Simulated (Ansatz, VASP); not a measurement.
## O (O2): VASP beside Ansatz

Aim: how closely do two programs agree when they are given the same cell, functional and k mesh? The structure shown is the end of the VASP relaxation below.

Calculated with Ansatz 0.2.0; plane waves, with VASP 6.6.1 beside it; single point at PBEsol.

## Step 1: Starting point

The cell holds 2 atoms: 2 O. Its edges and angles: a = 11.000 Å, b = 11.500 Å, c = 14.000 Å, α = 90.0°, β = 90.0°, γ = 90.0°. Vacuum lies along a, b and c.

Structure file:

```
O
1.0
    11.00000    0.00000    0.00000
     0.00000   11.50000    0.00000
     0.00000    0.00000   14.00000
O
2
Direct
  0.50000 0.50000 0.45613
  0.50000 0.50000 0.54387
```

## Step 2: VASP: relaxation, PBEsol

This run makes the geometry at which the two programs are then compared.

Lines of VASP's logs that name or quote its potential files are left out, and so is its time.

Input file INCAR:

```
SYSTEM = O
PREC = Normal
ENCUT = 400
EDIFF = 1E-05
NELM = 120
ISMEAR = 0
SIGMA = 0.01
LREAL = Auto
ALGO = Fast
GGA = PS
NBANDS = 13
ISPIN = 2
MAGMOM = 1 1
LORBIT = 11
LWAVE = .FALSE.
LCHARG = .FALSE.
NCORE = 4
IBRION = 2
NSW = 20
ISIF = 2
EDIFFG = -0.03
POTIM = 0.4
MAXMIX = 40
ISYM = 0
```

Input file POSCAR:

```
O
1.0
   11.0000000000      0.0000000000      0.0000000000
    0.0000000000     11.5000000000      0.0000000000
    0.0000000000      0.0000000000     14.0000000000
O
2
Direct
    0.5000000000      0.5000000000      0.4567857100
    0.5000000000      0.5000000000      0.5432142900
```

Input file KPOINTS:

```
Automatic mesh
0
Gamma
1 1 1
0 0 0
```

PAW data sets: O (PBE family, release 64).

Command:

```bash
mpirun -np 4 vasp_gam
```

Numbers of over 12 decimals in the logs are rounded to 6 here.

The program printed:

```text
[banner, memory and clock lines left out]
running    4 mpi-ranks, on    1 nodes
 distrk:  each k-point on    4 cores,    1 groups
 distr:  one band on    4 cores,    1 groups

 POSCAR found type information on POSCAR O
 POSCAR found :  1 types and       2 ions
|                                                                             |
|               ----> ADVICE to this user running VASP <----                  |
|                                                                             |
|     You have a (more or less) 'small supercell' and for smaller cells       |
|     it is recommended to use the reciprocal-space projection scheme!        |
|     The real-space optimization is not efficient for small cells and it     |
|     is also less accurate ...                                               |
|     Therefore, set LREAL=.FALSE. in the INCAR file.                         |
|                                                                             |

|                                                                             |
|               ----> ADVICE to this user running VASP <----                  |
|                                                                             |
|     You enforced a specific xc type in the INCAR file but a different       |
|     [... a line on the potential file left out ...]
|     I HOPE YOU KNOW WHAT YOU ARE DOING!                                     |
|                                                                             |

 LDA part: xc-table for (Slater+PW92), standard interpolation
 POSCAR, INCAR and KPOINTS ok, starting setup
 FFT: planning ... GRIDC
 FFT: planning ... GRID_SOFT
 FFT: planning ... GRID
 WAVECAR not read
 entering main loop
       N       E                     dE             d eps       ncg     rms          rms(c)
DAV:   1     0.135833314379E+03    0.13583E+03   -0.24148E+03    68   0.394E+02
DAV:   2     0.343011205780E+02   -0.10153E+03   -0.98230E+02    99   0.780E+01
DAV:   3    -0.656511496722E+01   -0.40866E+02   -0.40433E+02    80   0.796E+01
DAV:   4    -0.101671886723E+02   -0.36021E+01   -0.36015E+01    52   0.255E+01
DAV:   5    -0.102202435820E+02   -0.53055E-01   -0.53055E-01    88   0.297E+00    0.641E+00
RMM:   6    -0.985934682202E+01    0.36090E+00   -0.90526E-01    52   0.725E+00    0.309E+00
RMM:   7    -0.102208695944E+02   -0.36152E+00   -0.18491E-01    52   0.339E+00    0.156E+00
RMM:   8    -0.102250736837E+02   -0.42041E-02   -0.17582E-01    52   0.281E+00    0.391E-01
RMM:   9    -0.102372938949E+02   -0.12220E-01   -0.15251E-02    52   0.916E-01    0.232E-01
RMM:  10    -0.102390728941E+02   -0.17790E-02   -0.46012E-03    52   0.508E-01    0.828E-02
RMM:  11    -0.102392153520E+02   -0.14246E-03   -0.81649E-04    54   0.170E-01    0.265E-02
RMM:  12    -0.102393488784E+02   -0.13353E-03   -0.33670E-04    55   0.987E-02    0.236E-02
RMM:  13    -0.102394764446E+02   -0.12757E-03   -0.51869E-05    50   0.439E-02    0.101E-02
RMM:  14    -0.102395083997E+02   -0.31955E-04   -0.10261E-05    41   0.197E-02    0.468E-03
RMM:  15    -0.102395870436E+02   -0.78644E-04   -0.76380E-06    40   0.179E-02    0.490E-03
RMM:  16    -0.102396913643E+02   -0.10432E-03   -0.61589E-06    40   0.118E-02    0.227E-03
RMM:  17    -0.102397399732E+02   -0.48609E-04   -0.33840E-06    37   0.774E-03    0.207E-03
RMM:  18    -0.102397942592E+02   -0.54286E-04   -0.36750E-06    39   0.798E-03    0.185E-03
RMM:  19    -0.102398118067E+02   -0.17547E-04   -0.13799E-06    34   0.519E-03    0.722E-04
RMM:  20    -0.102398237822E+02   -0.11976E-04   -0.82898E-07    34   0.471E-03    0.576E-04
RMM:  21    -0.102398443310E+02   -0.20549E-04   -0.13282E-06    38   0.559E-03    0.106E-03
RMM:  22    -0.102398515148E+02   -0.71838E-05   -0.42680E-07    30   0.339E-03
   1 F= -.10239852E+02 E0= -.10239852E+02  d E =-.102399E+02  mag=     2.0000
[...]
2 F= -.99802046E+01 E0= -.99802046E+01  d E =0.259647E+00  mag=     2.0000
[...]
3 F= -.10252978E+02 E0= -.10252978E+02  d E =-.131264E-01  mag=     2.0000
 curvature:  -0.11 expect dE=-0.976E-05 dE for cont linesearch -0.976E-05
 ZBRENT: interpolating
 opt :   0.1613  next Energy=   -10.252985 (dE=-0.131E-01)
 bond charge predicted
       N       E                     dE             d eps       ncg     rms          rms(c)
DAV:   1    -0.102529877201E+02   -0.15831E-04   -0.55114E-04    72   0.179E-01    0.822E-03
RMM:   2    -0.102529899820E+02   -0.22619E-05   -0.95280E-06    40   0.226E-02
   4 F= -.10252990E+02 E0= -.10252990E+02  d E =-.131385E-01  mag=     2.0000
 curvature:  -0.08 expect dE=-0.444E-07 dE for cont linesearch -0.444E-07
 trial: gam= 0.00000 g(F)=  0.551E-06 g(S)=  0.000E+00 ort =-0.303E-03 (trialstep = 0.832E+00)
 search vector abs. value=  0.551E-06
 reached required accuracy - stopping structural energy minimisation
```

OUTCAR, selected parts (step 2):

```text
ion  position               nearest neighbor table
   1  0.500  0.500  0.457-   2 1.21
   2  0.500  0.500  0.543-   1 1.21

 Found      1 irreducible k-points:

   k-points           NKPTS =      1   k-points in BZ     NKDIM =      1   number of bands    NBANDS=     13

   dimension x,y,z NGX =    54 NGY =   56 NGZ =   70
   dimension x,y,z NGXF=   108 NGYF=  112 NGZF=  140

   ENCUT  =  400.0 eV  29.40 Ry    5.42 a.u.  17.94 18.75 22.83*2*pi/ulx,y,z

   NELECT =      12.0000    total number of electrons

 k-points in reciprocal lattice and weights: Automatic mesh
   0.00000000  0.00000000  0.00000000       1.000

 average (electrostatic) potential at core
       1 -83.6744       2 -83.6743

 E-fermi :  -6.7250

 spin component 1
 k-point     1 :       0.0000    0.0000    0.0000
  band No.  band energies     occupation
    ...
      3     -13.4574      1.00000
      4     -13.3150      1.00000
      5     -13.3134      1.00000
      6      -6.8542      1.00000
      7      -6.8524      1.00000
      8      -0.2440      0.00000
      9       0.4588      0.00000
     10       0.5501      0.00000
     11       0.8805      0.00000
     12       0.9689      0.00000
    ...

 spin component 2
 k-point     1 :       0.0000    0.0000    0.0000
  band No.  band energies     occupation
      1     -31.3479      1.00000
      2     -18.6848      1.00000
      3     -12.4028      1.00000
      4     -11.4961      1.00000
      5     -11.4951      1.00000
      6      -4.6213      0.00000
      7      -4.6203      0.00000
      8      -0.1486      0.00000
      9       0.5901      0.00000
     10       0.5972      0.00000
    ...

  Total       -1.5746295     -1.5365257     -1.2046467      0.0000003     -0.0000001     -0.0000005
  in kB       -1.4245260     -1.3900546     -1.0898123      0.0000003     -0.0000001     -0.0000004
  external PRESSURE =      -1.3014643 kB  Pullay stress =       0.0000000 kB

  energy-cutoff  :      400.00
  volume of cell :     1771.00
      direct lattice vectors                 reciprocal lattice vectors
    11.000000000  0.000000000  0.000000000     0.090909091  0.000000000  0.000000000
     0.000000000 11.500000000  0.000000000     0.000000000  0.086956522  0.000000000
     0.000000000  0.000000000 14.000000000     0.000000000  0.000000000  0.071428571

 POSITION                                       TOTAL-FORCE (eV/Angst)
 -----------------------------------------------------------------------------------
      5.50000      5.75000      6.38585         0.000001     -0.000001      0.002672
      5.50000      5.75000      7.61415        -0.000001      0.000001     -0.002672
 -----------------------------------------------------------------------------------
    total drift:                                0.000003      0.000001      0.000058

  FREE ENERGIE OF THE ION-ELECTRON SYSTEM (eV)
  ---------------------------------------------------
  free  energy   TOTEN  =       -10.2529899820 eV

  energy  without entropy=      -10.2529899820  energy(sigma->0) =      -10.25298998

 reached required accuracy - stopping structural energy minimisation

 total charge
# of ion       s       p       d       tot
------------------------------------------
    1        1.636   3.292   0.000   4.928
    2        1.636   3.292   0.000   4.928
--------------------------------------------------
tot          3.272   6.583   0.000   9.855

 magnetization (x)
# of ion       s       p       d       tot
------------------------------------------
    1        0.009   0.804   0.000   0.813
    2        0.009   0.804   0.000   0.813
--------------------------------------------------
tot          0.018   1.608   0.000   1.626
```

CONTCAR:

```
O
   1.00000000000000
    11.0000000000000000    0.0000000000000000    0.0000000000000000
     0.0000000000000000   11.5000000000000000    0.0000000000000000
     0.0000000000000000    0.0000000000000000   14.0000000000000000
  O
     2
Direct
     0.5000000013280125    0.4999999996924950    0.4561323233712559
     0.4999999986719876    0.5000000003075049    0.5438676766287441
```

## Step 3: Ansatz: single point, PBEsol

Ansatz runs on its default PAW (the set named soft_2) files.

The same cell, functional, mesh and smearing now go to Ansatz, which takes its cutoff from its data sets.

Input file input.yaml:

```yaml
crystal:
  lattice:
    - [11.0, 0.0, 0.0]
    - [0.0, 11.5, 0.0]
    - [0.0, 0.0, 14.0]
  atoms:
    - { symbol: O, position: [0.5, 0.5, 0.45613232], spin: 1.0 }
    - { symbol: O, position: [0.5, 0.5, 0.54386768], spin: 1.0 }
hamiltonian:
  xc: pbesol
  pseudopotentials: { kind: paw }
magnetization:
  spin_polarized: true
kpoints:
  mp_grid: { grid: [1, 1, 1] }
scf:
  occupations: { method: gaussian, width: 0.01 }
  n_extra_bands: 7
output:
  forces: true
  eigenvalues: true
```

Command:

```bash
ansatz run input.yaml --threads 4 --pin off --max-ram 9216MiB --backend cpu --events-out ev --progress --plain --runs-dir out
```

The program printed:

```text
scf.n_extra_bands = 7 over 6 filled bands (N_el = 12.0): the run solves 13 bands
Engine: ansatz 0.2.0, x86_64-unknown-linux-gnu
Pseudopotentials: kind: paw
Pseudopotential: O, paw, valence charge 6, recommended cutoff 420 eV (normal), O.paw.azcp
Functional definition: PBEsol
  exchange = pbesol_x
  correlation = pbesol_c
Crystal: 2 atoms, lattice volume = 1771.000 Å³
Basis set: ecut = 420 eV, 34701 PW (Γ), exchange–correlation on 150×160×192 points (8 copies of the dense FFT grid, shifted against one another)
Bands: 13, of which v1, the nominal top of the filled ones, is band 6 counted from 1 (5 counted from 0)
Symmetry: 8 space group operations
Space group: Pmmm (ITA 47), of the structure as read, at distance tolerance 1.2e-4 Å
Magnetic group: BNS 47.249 (UNI 347), of the structure as read, at distance tolerance 1.2e-4 Å
k-points: 1
Non-local potential: O, projectors of the file, l = 0: 2, l = 1: 2, l = 2: 1
PAW form: soft (Blöchl's): semilocal exchange-correlation on the pseudo side does not see the compensation charge
PAW frozen core: O, regenerated for the run's functional, and the local potential with it (the file was generated under x = pbe(κ = 0.804, μ = 0.219515), c = pbe(β = 0.066725))
PAW one-centre angular grid: O, 110 points (default); XC on 64 Gauss nodes
Initial density: superposition of atomic densities (neutral atoms: chi_scale 0, normalization atom)
Starting moments: Σ|m| = 2 μB on 2 of 2 sites
Initial wavefunctions: pseudopotential atomic-orbital guess
Functional: x = pbesol(κ = 0.804, μ = 0.123457), c = pbesol(β = 0.046)
SCF iter   1: F=—  HF=-1116.418561 eV  |F-HF|=—  |Δ(HF+E_count)|=         —  Δρ=9.03e-3 (↑9.03e-3 ↓4.84e-3)  dr2=5.16e-1  dr2_m=5.19e-1  M=2.000 μB ∫|m|=2.018 μB  β_m=1.00  ethr=3.10e-3  ⟨swp⟩=8.0  Hψ=187  notcnv=0
preconditioner: auto → Resta (q_TF=auto, 1.187 Å⁻¹)  ε∞=1.0  [insulator: Δε(μ)=1.568 eV  Ē_g=11.303 eV  σ=0.010 eV  W_gap=1.00  n_scr=44 (ndim 8)  ℏωp=2.5 eV  f_vac=0.949  D(μ)=0.00/eV (n_scr^D=0)  ε∞_Penn≈1.0  vacuum switching on, ρ_ref=9.3e-3 e/Å³]
spin=Collinear: Resta preconditioning applied to the charge; magnetization (m = ρ↑ − ρ↓) channel mixes plain (no charge-response kernel on spin).
SCF iter   2: F=—  HF=-1116.490056 eV  |F-HF|=—  |Δ(HF+E_count)|=   7.15e-2  Δρ=3.27e-3 (↑3.27e-3 ↓2.38e-3)  dr2=1.62e-1  dr2_m=1.27e-2  M=2.000 μB ∫|m|=2.040 μB  β_m=1.00  ethr=3.10e-3  ⟨swp⟩=2.5  Hψ=53  notcnv=0
spin-set hold released at iteration 2 (site moments show no strong build): the magnetisation degrees of freedom join the quasi-Newton model from the next iteration; the mixer history was kept
SCF iter   3: F=—  HF=-1116.485274 eV  |F-HF|=—  |Δ(HF+E_count)|=   4.78e-3  Δρ=7.19e-4 (↑7.19e-4 ↓6.48e-4)  dr2=5.28e-3  dr2_m=4.58e-4  M=2.000 μB ∫|m|=2.045 μB  β_m=0.30  ethr=1.35e-3  ⟨swp⟩=2.0  Hψ=35  notcnv=0  defer=3
SCF iter   4: F=—  HF=-1116.523306 eV  |F-HF|=—  |Δ(HF+E_count)|=   3.80e-2  Δρ=3.90e-4 (↑3.51e-4 ↓3.90e-4)  dr2=2.61e-3  dr2_m=1.06e-4  M=2.000 μB ∫|m|=2.047 μB  β_m=0.62  ethr=4.40e-5  ⟨swp⟩=3.5  Hψ=65  notcnv=0  defer=5
SCF iter   5: F=—  HF=-1116.554810 eV  |F-HF|=—  |Δ(HF+E_count)|=   3.15e-2  Δρ=6.80e-5 (↑6.80e-5 ↓5.80e-5)  dr2=1.13e-4  dr2_m=1.26e-5  M=2.000 μB ∫|m|=2.048 μB  β_m=0.61  ethr=2.18e-5  ⟨swp⟩=3.0  Hψ=47  notcnv=0  defer=5
SCF iter   6: F=—  HF=-1116.554811 eV  |F-HF|=—  |Δ(HF+E_count)|=   5.76e-7  Δρ=2.93e-5 (↑2.93e-5 ↓2.03e-5)  dr2=5.45e-6  dr2_m=4.13e-6  M=2.000 μB ∫|m|=2.048 μB  β_m=0.70  ethr=9.43e-7  ⟨swp⟩=2.5  Hψ=41  notcnv=0  defer=5
SCF iter   7: F=—  HF=-1116.554749 eV  |F-HF|=—  |Δ(HF+E_count)|=   6.19e-5  Δρ=5.98e-6 (↑5.98e-6 ↓4.06e-6)  dr2=1.36e-7  dr2_m=2.79e-7  M=2.000 μB ∫|m|=2.048 μB  β_m=0.85  ethr=4.54e-8  ⟨swp⟩=2.5  Hψ=40  notcnv=0  defer=5
SCF iter   8: F=—  HF=-1116.554749 eV  |F-HF|=—  |Δ(HF+E_count)|=   3.45e-7  Δρ=1.25e-6 (↑1.25e-6 ↓4.61e-7)  dr2=7.88e-9  dr2_m=1.01e-8  M=2.000 μB ∫|m|=2.048 μB  β_m=0.93  ethr=8.33e-10  ⟨swp⟩=13.5  Hψ=162  notcnv=0
SCF iter   9: F=-1116.554749 eV  HF=-1116.554749 eV  |F-HF|=2.27e-12  |Δ(HF+E_count)|=   3.38e-9  Δρ=6.77e-8 (↑5.27e-8 ↓6.77e-8)  dr2=2.97e-11  dr2_m=4.18e-11  M=2.000 μB ∫|m|=2.048 μB  ethr=6.57e-11  ⟨swp⟩=5.0  Hψ=102  notcnv=0
SCF 1 converged in 9 iterations: F = -1116.554749 eV  dr2 = 2.97e-11
  greatest PAW one-centre occupation: 0.885 electrons in one spin orbital (limit 2), on the O atom at site 1 (counted from 0), in its partial waves of l = 0
iteration 9: the least curvature of the free energy that was read at this close is 0.733 (0.913 in the run's own bands): not negative
SCF converged after 9 iterations
Magnetization: 2.0000 μB (7.0000 up, 5.0000 down)
Absolute magnetization: 2.0491 μB (∫|ρ↑−ρ↓|, with the PAW one-centre terms)
Spin contamination: 0.0044 ħ² per cell (⟨S²⟩ above its minimum at these occupations)
Per-site moments (μB) at R_I (Å): [(0.564191, 0.506672), (0.564191, 0.506672)]
Free energy (F): -1116.554749 eV
Harris-Foulkes:  -1116.554749 eV  (|F-HF|=2.27e-12)
Internal energy: -1116.554749 eV  (E = F + TS)
E sigma→0 (E₀):  -1116.554749 eV
Fermi energy:    -5.683236 eV
--- Per-component energies (eV) ---
  E_band       = -191.429024
  E_kinetic    = 339.748210
  E_local      = -2208.776337  (includes V_loc(G=0)·N_el)
  E_nonlocal   = 98.380677
  E_hartree    = 914.585776
  E_xc         = -140.699161
  E_vxc        = -180.051259  (∫ρ·V_xc dr)
  E_paw        = -303.301722  (= ΣΔE_a)
  E_vpaw       = -69.906437  (= ΣTr[D̂ρ^β])
  E_aug_tail   = 0.004682  (compensation charges beyond the density's cutoff)
  E_ewald      = 183.432551
  E_core_change = 0.070576  (= ΣΔE_core)
  E_smearing   = -0.000000  (= −TS)
  E_closure    = -0.000000  (closes the sum)
  Σ components = -1116.554749   (vs F -1116.554749, Δ=0.00e0)
--- Forces (eV/Å), atoms counted from 1 ---
  atom   1  O      0.00000000     0.00000000     1.23961290
  atom   2  O      0.00000000     0.00000000    -1.23961290
  max |Σ_I F_I| component: 0.00e0 eV/Å
--- Band table (eV) ---
  k-point 0 ↑: bands = [... 2 lower, -13.4272, -13.2492, -13.2491, -6.8058, -6.8057, -0.2044, 0.4901, 0.6036, ... 3 higher]
  k-point 0 ↓: bands = [... 2 lower, -12.3781, -11.4193, -11.4192, -4.5608, -4.5607, -0.1190, 0.6198, 0.6553, ... 3 higher]
```

It took 6.5 s on 4 threads of Intel Xeon Platinum 8488C (Sapphire Rapids), shared host; peak memory 1.2 GiB.

The column dr2 measures how far the density is from self-consistency, as an energy; F and HF (Harris–Foulkes) agree once it is small.

## Step 4: Differences

Known differences besides the PAW data sets themselves: the cutoff is 420 eV in Ansatz and 400 eV in VASP (PREC = Normal, projectors in real space); Ansatz makes its cores anew for this functional, VASP keeps those of its PBE data sets; VASP leaves aspherical gradient terms in its spheres out (LASPH is not set), Ansatz keeps them; site moments are counted in spheres of each program's own size. Total energies have different zeros and are not compared.

Compared:

| quantity | Ansatz | VASP | difference |
| --- | --- | --- | --- |
| gap on the k mesh (eV) | 2.245 | 2.231 | +0.014 |
| total moment (μB) | 2.00 | 2.00 | 0.00 |
| moment on O1 (μB) | 0.56 | 0.81 | -0.25 |
| moment on O2 (μB) | 0.56 | 0.81 | -0.25 |

At this near-relaxed geometry the largest component of a force difference is 1237 meV/Å.

## Step 5: Further runs

The difference is large enough to ask for its cause, so further runs change the set-up of one program at a time, as the table lists.

| run | r.m.s. force difference (meV/Å) |
| --- | --- |
| as above | 714 |
| cores kept as stored, as VASP does, whose cores stay as stored | 680 |
| Ansatz's larger PAW set (cutoff 900 eV) | 681 |
| norm-conserving potentials (cutoff 1143 eV) | 801 |

## Step 6: Summary of results

- r.m.s. force difference (single point, PBEsol): 714 meV/Å

What this shows: The r.m.s. force difference is 714 meV/Å (single point, PBEsol), beyond the 12 meV/Å picked in this series as the mark of a large difference. For single point, PBEsol: no further run halves the r.m.s. force difference; only Ansatz's side was varied, and Ansatz's runs with other potentials lie closer to each other than to VASP, which for this quantity points to VASP's side; this was not tested here. Differences of this kind measure data sets and numerical settings, not the functional's error against experiment.

[Lines on the potential files, build, host, timing and source positions are cut from VASP's logs without a mark.]

[Logs are printed without paths, hosts, clocks, repeated set-up lines and the standing remarks that a program may print on its own settings, such as how far it seeks lower states.]

[Hosts, paths, dates, database ids (printed as entryN), source tags and the programs' standing remarks are cut or masked in the printed files.]
